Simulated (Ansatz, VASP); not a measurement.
# ScAgTe4Pb2: VASP beside Ansatz, part 2 of 2

One calculation is typed for both programs; each brings its own data sets and cutoff. How far apart do they land? The cell is invented: As first built, before any earlier steps moved the atoms (in the runner's words): it takes the AgSbPb2S4 structure with some of its atoms replaced by other elements, volume scaled by an estimate. It may not be a known or stable phase. The cell is taken from a series of VASP runs on this material, whose earlier steps may have relaxed, scaled or displaced it; both programs get it as it stands.

VASP 6.6.1 and Ansatz 0.2.0.

So far: The structure; Ansatz: relaxation of cell and atoms, PBE; VASP: relaxation of cell and atoms, PBE.

## 3. VASP: relaxation of cell and atoms, PBE (continued)

Level of this step: PBE; plane waves and PAW (Pb_d, Te, Ag, Sc_sv); invented cell (VASP).

Numbers of over 12 decimals in the logs are rounded to 6 here.

Parts of OUTCAR (step 3):

```text
ion  position               nearest neighbor table
   1  0.250  0.750  0.500-   4 3.15   6 3.15   4 3.15   6 3.15   5 3.22   3 3.22
   2  0.750  0.250  0.500-   4 3.15   6 3.15   4 3.15   6 3.15   5 3.22   3 3.22
   3  0.000  0.500  0.500-   7 3.14   8 3.14   7 3.14   8 3.14   1 3.22   2 3.22
   4  0.275  0.275  0.000-   8 2.90   2 3.15   1 3.15   1 3.15   2 3.15   7 3.54
   5  0.500  0.000  0.500-   7 3.14   8 3.14   8 3.14   7 3.14   1 3.22   2 3.22
   6  0.725  0.725  0.000-   8 2.90   2 3.15   1 3.15   1 3.15   2 3.15   7 3.54
   7  0.000  0.000  0.000-   3 3.14   5 3.14   3 3.14   5 3.14   4 3.54   6 3.54
   8  0.500  0.500  0.000-   4 2.90   6 2.90   5 3.14   3 3.14   5 3.14   3 3.14

  LATTYP: Found a body centered tetragonal cell.
 ALAT       =     6.2718896050
 C/A-ratio  =     2.0555253591

 Subroutine GETGRP returns: Found 16 space group operations
 (whereof 16 operations were pure point group operations)

The static configuration has the point symmetry D_4h.

 Found     18 irreducible k-points:

   k-points           NKPTS =     18   k-points in BZ     NKDIM =     18   number of bands    NBANDS=     45

   dimension x,y,z NGX =    60 NGY =   60 NGZ =   60
   dimension x,y,z NGXF=   120 NGYF=  120 NGZF=  120

   ENCUT  =  520.0 eV  38.22 Ry    6.18 a.u.  14.55 14.55 14.55*2*pi/ulx,y,z

   NELECT =      74.0000    total number of electrons

 k-points in reciprocal lattice and weights: Automatic mesh
   0.00000000  0.00000000  0.00000000       0.008
   0.20000000  0.00000000 -0.00000000       0.064
   0.40000000  0.00000000 -0.00000000       0.064
   0.20000000  0.20000000 -0.00000000       0.064
   0.40000000  0.20000000  0.00000000       0.128
  -0.40000000  0.20000000  0.00000000       0.128
  -0.20000000  0.20000000  0.00000000       0.032
   0.40000000  0.40000000  0.00000000       0.064
  -0.40000000  0.40000000  0.00000000       0.032
[...]
-0.40000000  0.40000000  0.40000000       0.032
  -0.40000000 -0.40000000  0.40000000       0.016

 average (electrostatic) potential at core
       1 -92.0917       2 -92.0917       3 -88.6321       4 -88.6437       5 -88.6321
       6 -88.6437       7 -72.7939       8 -47.0342

 E-fermi :   5.7781

 k-point     1 :       0.0000    0.0000    0.0000
  band No.  band energies     occupation
    ...
     33       2.9373      2.00000
     34       4.4969      2.00000
     35       4.4969      2.00000
     36       4.4974      2.00000
     37       4.9550      2.00000
     38       5.9071      0.14089
     39       6.0688      0.00596
     40       6.2905      0.00007
     41       6.2905      0.00007
     42       6.3890      0.00001
    ...

 k-point     2 :       0.2000    0.0000   -0.0000
  band No.  band energies     occupation
    ...
     33       3.6224      2.00000
     34       4.0053      2.00000
     35       4.2732      2.00000
     36       4.4033      2.00000
     37       4.5376      2.00000
     38       6.2731      0.00010
     39       6.2969      0.00006
     40       6.3767      0.00001
     41       6.4798      0.00000
     42       6.6321      0.00000
    ...

 k-point     3 :       0.4000    0.0000   -0.0000
  band No.  band energies     occupation
    ...
     33       3.4415      2.00000
     34       3.7002      2.00000
     35       3.8009      2.00000
     36       4.5134      2.00000
     37       4.9959      2.00000
     38       6.2660      0.00012
     39       6.5491      0.00000
     40       6.5942      0.00000
     41       6.7211      0.00000
     42       7.0253      0.00000
    ...

  Total        0.0321808      0.0321808     -0.0751053      0.0000000      0.0000000      0.0000000
  in kB        0.2034599      0.2034599     -0.4748456      0.0000000      0.0000000      0.0000000
  external PRESSURE =      -0.0226419 kB  Pullay stress =       0.0000000 kB

  energy-cutoff  :      520.00
  volume of cell :      253.41
      direct lattice vectors                 reciprocal lattice vectors
    -3.135800118  3.135800118  6.442757321     0.000000000  0.159448938  0.077606524
     3.135800118 -3.135800118  6.442757321     0.159448938  0.000000000  0.077606524
     3.135800118  3.135800118 -6.442757321     0.159448938  0.159448938  0.000000000

 POSITION                                       TOTAL-FORCE (eV/Angst)
 -----------------------------------------------------------------------------------
      3.13580     -0.00000      3.22138        -0.000000     -0.000000     -0.000000
     -0.00000      3.13580      3.22138        -0.000000     -0.000000     -0.000000
      3.13580      0.00000      0.00000        -0.000000     -0.000000     -0.000000
      0.00000      0.00000      3.53400         0.000000      0.000000     -0.004334
      0.00000      3.13580      0.00000        -0.000000     -0.000000     -0.000000
      0.00000      0.00000      9.35151         0.000000      0.000000      0.004334
      0.00000      0.00000      0.00000        -0.000000     -0.000000     -0.000000
      0.00000      0.00000      6.44276        -0.000000     -0.000000     -0.000000
 -----------------------------------------------------------------------------------
    total drift:                               -0.000000     -0.000000      0.000000

  FREE ENERGIE OF THE ION-ELECTRON SYSTEM (eV)
  ---------------------------------------------------
  free  energy   TOTEN  =       -32.6351577639 eV

  energy  without entropy=      -32.6342831765  energy(sigma->0) =      -32.63472047

 reached required accuracy - stopping structural energy minimisation

 total charge
# of ion       s       p       d       tot
------------------------------------------
    1        1.456   0.599   9.838  11.893
    2        1.456   0.599   9.838  11.893
    3        1.361   2.005   0.016   3.383
    4        1.369   2.042   0.021   3.432
    5        1.361   2.005   0.016   3.383
    6        1.369   2.042   0.021   3.432
    7        0.266   0.130   9.290   9.686
    8        2.169   6.092   0.907   9.168
--------------------------------------------------
tot         10.808  15.514  29.948  56.270

[... 3 further parts left out ...]
```

The run keeps the 16 symmetry operations of its start, so it cannot find a distortion of lower symmetry.

## 4. Differences

Known differences besides the potentials themselves: both relaxations stop at a tolerance, which leaves soft axes loose, and VASP keeps its plane-wave basis; the data sets hold 122 valence electrons in Ansatz (default PAW (the set named soft_2) files) and 74 in VASP; the cutoff is 420 eV in Ansatz and 520 eV in VASP; VASP leaves aspherical gradient terms in its spheres out (LASPH is not set), Ansatz keeps them; Ansatz adds a Pulay correction to the stress that steers its cell, VASP none. Total energies have different zeros and are not compared.

The two programs side by side:

```tsv
quantity	Ansatz	VASP	difference
volume (Å³)	253.63	253.41	+0.09 %
edge a after relaxation, in the typed setting (Å)	7.824	7.822	+0.03 %
```

The walks stopped with -0.02 GPa left in Ansatz and 0.00 GPa in VASP; each walk ends within a tolerance, so the volume difference is uncertain by about these residues over the bulk modulus, most in soft cells.

## 5. What came out

```
difference in volume (relaxation of cell and atoms, PBE) : 0.086 %
```

**Reading.** The difference in volume is 0.086 % (relaxation of cell and atoms, PBE), within the 1.2 % picked in this series as the mark of a large difference, as far as the stopping tolerances let one tell. Such differences can come from data sets, numerical settings and the points named under the comparisons, not from the functional's error against experiment.

[Lines on the potential files, build, host, timing and source positions are cut from VASP's logs without a mark.]

[Logs are printed without paths, hosts, clocks, repeated set-up lines and the standing remarks that a program may print on its own settings, such as how far it seeks lower states.]

[Hosts, paths, dates, database ids (printed as entryN), source tags and the programs' standing remarks are cut or masked in the printed files.]
